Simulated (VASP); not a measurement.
OSZICAR of a VASP run on Cd$_{32}$HTe$_{32}$:

### OSZICAR
```
       N       E                     dE             d eps       ncg     rms          rms(c)
DAV:   1     0.462988624238E+04    0.46299E+04   -0.24835E+05   704   0.126E+03
DAV:   2     0.216662837054E+03   -0.44132E+04   -0.42354E+04   780   0.350E+02
DAV:   3    -0.151013773449E+03   -0.36768E+03   -0.36392E+03   780   0.993E+01
DAV:   4    -0.159597958908E+03   -0.85842E+01   -0.85517E+01   792   0.136E+01
DAV:   5    -0.159821246562E+03   -0.22329E+00   -0.22323E+00   800   0.209E+00    0.292E+01
RMM:   6    -0.151632685846E+03    0.81886E+01   -0.18574E+01   696   0.651E+00    0.234E+01
RMM:   7    -0.151180088215E+03    0.45260E+00   -0.91780E+00   696   0.305E+00    0.701E+00
RMM:   8    -0.151135131561E+03    0.44957E-01   -0.61059E-01   696   0.132E+00    0.240E+00
RMM:   9    -0.151132267654E+03    0.28639E-02   -0.69341E-02   697   0.398E-01    0.960E-01
RMM:  10    -0.151131930261E+03    0.33739E-03   -0.23552E-02   702   0.183E-01    0.328E-01
RMM:  11    -0.151132790107E+03   -0.85985E-03   -0.35007E-03   722   0.832E-02    0.112E-01
RMM:  12    -0.151132824043E+03   -0.33936E-04   -0.50571E-04   704   0.463E-02    0.559E-02
RMM:  13    -0.151132876754E+03   -0.52711E-04   -0.16895E-04   594   0.179E-02    0.602E-02
RMM:  14    -0.151132870217E+03    0.65370E-05   -0.60231E-05   496   0.144E-02
   1 F= -.15113287E+03 E0= -.15113287E+03  d E =-.151133E+03
       N       E                     dE             d eps       ncg     rms          rms(c)
DAV:   1    -0.151133981286E+03   -0.11045E-02   -0.32009E-01   752   0.894E-01    0.128E-01
RMM:   2    -0.151134221060E+03   -0.23977E-03   -0.28018E-03   696   0.888E-02    0.309E-02
RMM:   3    -0.151134255850E+03   -0.34790E-04   -0.37979E-04   696   0.339E-02    0.260E-02
RMM:   4    -0.151134257896E+03   -0.20462E-05   -0.58415E-05   557   0.131E-02
   2 F= -.15113426E+03 E0= -.15113426E+03  d E =-.138768E-02
       N       E                     dE             d eps       ncg     rms          rms(c)
DAV:   1    -0.151134961431E+03   -0.70558E-03   -0.24392E-01   736   0.781E-01    0.109E-01
RMM:   2    -0.151135140581E+03   -0.17915E-03   -0.21144E-03   696   0.774E-02    0.251E-02
RMM:   3    -0.151135167631E+03   -0.27050E-04   -0.28898E-04   696   0.296E-02    0.236E-02
RMM:   4    -0.151135169590E+03   -0.19596E-05   -0.43693E-05   499   0.114E-02
   3 F= -.15113517E+03 E0= -.15113517E+03  d E =-.229937E-02
```

Question: Which electronic solver shows in the log?

Answer: It is blocked Davidson (ALGO = Normal, or the opening steps of other solvers) and then RMM-DIIS (ALGO = Fast or VeryFast). The INCAR had ALGO = Fast.

Question: Can the final energy be trusted as converged?

Answer: The run converged. It stopped with EDIFF = 1E-5, NELM = 100, NSW = 120 and EDIFFG = -0.03 after 3 ionic steps (PBE GGA, plane waves, VASP's PBE PAW potentials (set 64)). The cell is charged, with a uniform compensating background. The supercell is sampled at Γ alone, which is coarse: total energies, pressure and levels can be off, energies of defects by several tenths of an eV.

The cell is a supercell with a defect, built from CdTe (zinc blende): H_i, charge -1. The run is not spin-polarised, so no state with unpaired spins was tried.
